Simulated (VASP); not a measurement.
Calculation: PBE GGA, VASP's PBE PAW potentials (set 64) (plane waves; VASP).

VASP ran on this input.

### POSCAR
```
NaI
1.0
  0.0000000000   3.2566474738   3.2566474738
  3.2566474738   0.0000000000   3.2566474738
  3.2566474738   3.2566474738   0.0000000000
Na I
1 1
Cartesian
  0.0000000000   0.0000000000   0.0000000000
  3.2566474738   3.2566474738   3.2566474738
```

### KPOINTS
```
Automatic mesh
0
Gamma
9 9 9
0 0 0
```

### INCAR
```
NEDOS = 1001   ! DOS grid
ALGO = Normal   ! blocked Davidson
SYSTEM = NaI
LREAL = .FALSE.
CSHIFT = 0.1
LASPH = .TRUE.   ! aspherical one-centre terms
NELM = 100
LCHARG = .FALSE.
PREC = Accurate
ISMEAR = 0   ! Gaussian
ENCUT = 400   ! plane-wave cut-off (eV)
EDIFF = 1E-7   ! SCF stop (eV)
LWAVE = .FALSE.
NBANDS = 33
LMAXMIX = 4   ! l cut-off of mixed one-centre charges
LOPTICS = .TRUE.
GGA = PE   ! PBE
SIGMA = 0.01   ! width (eV)
```

POTCAR, in this order: Na_pv I (PBE.64 set). Program: vasp_std.

Output

File OSZICAR:
```
       N       E                     dE             d eps       ncg     rms          rms(c)
DAV:   1     0.102667779542E+03    0.10267E+03   -0.43398E+03  2337   0.307E+02
DAV:   2     0.275767390327E+01   -0.99910E+02   -0.91423E+02  2423   0.124E+02
DAV:   3    -0.531362299843E+01   -0.80713E+01   -0.79575E+01  2899   0.345E+01
DAV:   4    -0.545483822335E+01   -0.14122E+00   -0.14108E+00  2804   0.441E+00
DAV:   5    -0.545779593368E+01   -0.29577E-02   -0.29575E-02  2868   0.656E-01    0.161E+00
DAV:   6    -0.539381465967E+01    0.63981E-01   -0.29599E-02  2953   0.653E-01    0.105E+00
DAV:   7    -0.538493227185E+01    0.88824E-02   -0.38300E-02  2956   0.565E-01    0.612E-01
DAV:   8    -0.538705198108E+01   -0.21197E-02   -0.44528E-03  2665   0.254E-01    0.102E-01
DAV:   9    -0.538701839220E+01    0.33589E-04   -0.20275E-04  2890   0.588E-02    0.244E-02
DAV:  10    -0.538703579721E+01   -0.17405E-04   -0.17676E-05  2775   0.198E-02    0.147E-02
DAV:  11    -0.538703791591E+01   -0.21187E-05   -0.21089E-06  2842   0.682E-03    0.278E-03
DAV:  12    -0.538703839748E+01   -0.48157E-06   -0.32594E-07  2694   0.203E-03    0.967E-04
DAV:  13    -0.538703832160E+01    0.75880E-07   -0.92675E-09  2586   0.395E-04
   1 F= -.53870383E+01 E0= -.53870383E+01  d E =-.184148E-14
 imaginary and real dielectric function
```

### OUTCAR
```
------------------------ aborting loop because EDIFF is reached ----------------------------------------
  FORCE on cell =-STRESS in cart. coord.  units (eV):
  Direction    XX          YY          ZZ          XY          YZ          ZX
  --------------------------------------------------------------------------------------
  Total        0.0082625      0.0082625      0.0082625      0.0000000      0.0000000      0.0000000
  in kB        0.1916371      0.1916371      0.1916371      0.0000000      0.0000000      0.0000000
  external PRESSURE =       0.1916371 kB  Pullay stress =       0.0000000 kB
  volume of cell :       69.08
      direct lattice vectors                 reciprocal lattice vectors
     0.000000000  3.256647474  3.256647474    -0.153532123  0.153532123  0.153532123
     3.256647474  0.000000000  3.256647474     0.153532123 -0.153532123  0.153532123
     3.256647474  3.256647474  0.000000000     0.153532123  0.153532123 -0.153532123
  FREE ENERGIE OF THE ION-ELECTRON SYSTEM (eV)
  ---------------------------------------------------
  free  energy   TOTEN  =        -5.3870383216 eV

  energy  without entropy=       -5.3870383216  energy(sigma->0) =       -5.38703832

 plasma frequency squared (from intraband transitions) (eV^2)
  --------------------------------------------------------------------------------------
       0.000      -0.000      -0.000
      -0.000       0.000       0.000
      -0.000       0.000       0.000

 plasma frequency squared (from interband transitions, int dw w eps(2)(w)) (eV^2)
  --------------------------------------------------------------------------------------
     184.774       0.000      -0.000      -0.000      -0.000       0.000
      -0.000       0.000     184.774       0.000       0.000      -0.000
      -0.000      -0.000       0.000       0.000     184.774       0.000
```
(Selected blocks of OUTCAR.)

OUTCAR:
```
 val. band max:        0.6779188790   @ k =   0.0000   0.0000   0.0000

 cond. band min:       4.2685646527   @ k =   0.0000   0.0000   0.0000


 Fermi energy:         0.7261439558

 k-point     1 :       0.0000    0.0000    0.0000
  band No.  band energies     occupation
      1     -21.7802      2.00000
      2     -21.7802      2.00000
      3     -21.7802      2.00000
      4     -10.2926      2.00000
      5       0.6779      2.00000
      6       0.6779      2.00000
      7       0.6779      2.00000
      8       4.2686      0.00000
      9       8.6062      0.00000
     10       8.6062      0.00000
     11       8.6062      0.00000
     12      10.3941      0.00000
     13      10.3941      0.00000
     14      11.1000      0.00000
     15      12.1166      0.00000
     16      12.1166      0.00000
     17      12.1166      0.00000
     18      16.6531      0.00000
     19      22.1000      0.00000
     20      22.1000      0.00000
     21      22.1000      0.00000
     22      22.8570      0.00000
     23      22.8570      0.00000
     24      22.8570      0.00000
     25      23.3184      0.00000
     26      23.3184      0.00000
     27      23.3184      0.00000
     28      24.8218      0.00000
     29      24.8218      0.00000
     30      28.3463      0.00000
     31      28.3463      0.00000
     32      29.6568      0.00000
     33      29.6580      0.00000

 k-point     2 :       0.1111    0.0000    0.0000
  band No.  band energies     occupation
      1     -21.7810      2.00000
      2     -21.7803      2.00000
      3     -21.7803      2.00000
      4     -10.2601      2.00000
      5       0.3134      2.00000
      6       0.6438      2.00000
      7       0.6438      2.00000
      8       4.6868      0.00000
      9       8.2933      0.00000
     10       8.7301      0.00000
     11       8.7301      0.00000
     12      10.0179      0.00000
     13      10.0179      0.00000
     14      11.5734      0.00000
     15      12.1217      0.00000
...
```

Unless said otherwise, spin-orbit coupling is left out, though it shifts the bands of the heavy elements here.

The compound is NaI in the rock salt structure. It was relaxed first.
